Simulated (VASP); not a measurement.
Given:

```yaml
crystal:
  lattice:
    - [5.19936, 0.00000, 0.00000]
    - [0.00000, 5.19936, 0.00000]
    - [0.00000, 0.00000, 5.19936]
  atoms:
    - { symbol: Zr, position: [0.00000, 0.00000, 0.00000] }
    - { symbol: Zr, position: [0.50000, 0.50000, 0.00000] }
    - { symbol: Zr, position: [0.00000, 0.50000, 0.50000] }
    - { symbol: Zr, position: [0.50000, 0.00000, 0.50000] }
    - { symbol: O, position: [0.32320, 0.32320, 0.32320] }
    - { symbol: O, position: [0.82320, 0.17680, 0.67680] }
    - { symbol: O, position: [0.67680, 0.82320, 0.17680] }
    - { symbol: O, position: [0.17680, 0.67680, 0.82320] }
    - { symbol: O, position: [0.67680, 0.67680, 0.67680] }
    - { symbol: O, position: [0.17680, 0.82320, 0.32320] }
    - { symbol: O, position: [0.32320, 0.17680, 0.82320] }
    - { symbol: O, position: [0.82320, 0.32320, 0.17680] }
```

Level of theory: r2SCAN meta-GGA, VASP's PBE PAW potentials (set 64) (plane waves; VASP). Settings: 520 eV cut-off, 5×5×5 Γ-centred mesh, tetrahedra with Blöchl corrections, potentials Zr_sv O.

The cores are frozen, which limits the accuracy of field gradients.

Give the principal components of the electric field gradient (V/Å²) and the asymmetry η at each nucleus.

```json
[
 {"atom": "Zr1", "Vxx": "-76.9", "Vyy": "-76.9", "Vzz": "153.8", "η": "0.00"},
 {"atom": "Zr2", "Vxx": "-76.9", "Vyy": "-76.9", "Vzz": "153.8", "η": "0.00"},
 {"atom": "Zr3", "Vxx": "-76.9", "Vyy": "-76.9", "Vzz": "153.8", "η": "0.00"},
 {"atom": "Zr4", "Vxx": "-76.9", "Vyy": "-76.9", "Vzz": "153.8", "η": "0.00"},
 {"atom": "O5", "Vxx": "2.3", "Vyy": "2.3", "Vzz": "-4.7", "η": "0.00"},
 {"atom": "O6", "Vxx": "2.3", "Vyy": "2.3", "Vzz": "-4.7", "η": "0.00"},
 {"atom": "O7", "Vxx": "2.3", "Vyy": "2.3", "Vzz": "-4.7", "η": "0.00"},
 {"atom": "O8", "Vxx": "2.3", "Vyy": "2.3", "Vzz": "-4.7", "η": "0.00"},
 {"atom": "O9", "Vxx": "2.3", "Vyy": "2.3", "Vzz": "-4.7", "η": "0.00"},
 {"atom": "O10", "Vxx": "2.3", "Vyy": "2.3", "Vzz": "-4.7", "η": "0.00"},
 {"atom": "O11", "Vxx": "2.3", "Vyy": "2.3", "Vzz": "-4.7", "η": "0.00"},
 {"atom": "O12", "Vxx": "2.3", "Vyy": "2.3", "Vzz": "-4.7", "η": "0.00"}
]
```

The structure was generated: ZrO2 was put into the pyrite type (Pa-3), which need not be its known phase. It was relaxed first, which changed the volume by +16 %.
